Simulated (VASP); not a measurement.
Runs of VASP 6.6.1 on GaN. Symmetry: P6_3mc, No. 186, hexagonal system. Conventional cell: a = 3.190 Å, b = 3.190 Å, c = 5.189 Å, α = 90.00°, β = 90.00°, γ = 120.00°. Ga (site symmetry 3m) has 4 N at 1.95 Å as nearest neighbours. N (site symmetry 3m) has 4 Ga at 1.95 Å as nearest neighbours. 

| level | k mesh | grid for exact exchange (PRECFOCK) | screening parameter | gap on the mesh (eV) | pressure (GPa) | largest force (eV/Å) |
| --- | --- | --- | --- | --- | --- | --- |
| HSE06 | 6 × 6 × 4 | Fast | 0.2 1/A | 3.18 | -1.2 | (b) |
| TB-mBJ | 8 × 8 × 5 | - | - | 3.08 | - | - |
| PBE | 8 × 8 × 5 | - | - | 1.90 | 5.2 | 0.12 |
| r2SCAN | 8 × 8 × 5 | - | - | (a) | (c) | 0.12 |

Alike in all rows: task single point; potentials or basis VASP PAW PBE potentials, release 64 (Ga_d, N); no spin polarisation; cell as given; cutoff (eV) 520; smearing fermi-dirac 0.05 eV.

Task: Fill in the values left out.

Result: (a) 2.30; (b) 0.14; (c) 0.0.

Caveats: the cell's inner coordinates are idealised or old, which leaves forces on the atoms; the PAW data sets were made with another functional, which shifts forces and pressure a little (some runs); an odd mesh through Γ misses points on the zone boundary, where band edges often lie (some runs).

A k mesh can miss the band edges, and the runs leave out spin-orbit coupling on Ga.

Not every run made on this cell is shown here.
